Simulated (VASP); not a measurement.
Given:

```xyz
5
Lattice="4.2015 0.0000 0.0000 0.0000 4.2015 0.0000 0.0000 0.0000 4.2015" Properties=species:S:1:pos:R:3 pbc="T T T"
Ba     0.0000     0.0000     0.0000
Hf     2.1007     2.1007     2.1007
O      2.1007     0.0000     2.1007
O      0.0000     2.1007     2.1007
O      2.1007     2.1007     0.0000
```

These are PBE GGA, VASP's PBE PAW potentials (set 64) (plane waves; VASP) values and carry that method's errors. Numerical set-up: 520 eV cut-off, 7×7×7 Γ-centred mesh, Gaussian smearing of 0.010 eV, potentials Ba_sv Hf_pv O.

Task: Estimate the energy per atom (σ→0).

Result: 
The energy per atom (σ→0) is -8.712 eV/atom.

The compound is BaHfO3 in the cubic perovskite structure. It was relaxed first.
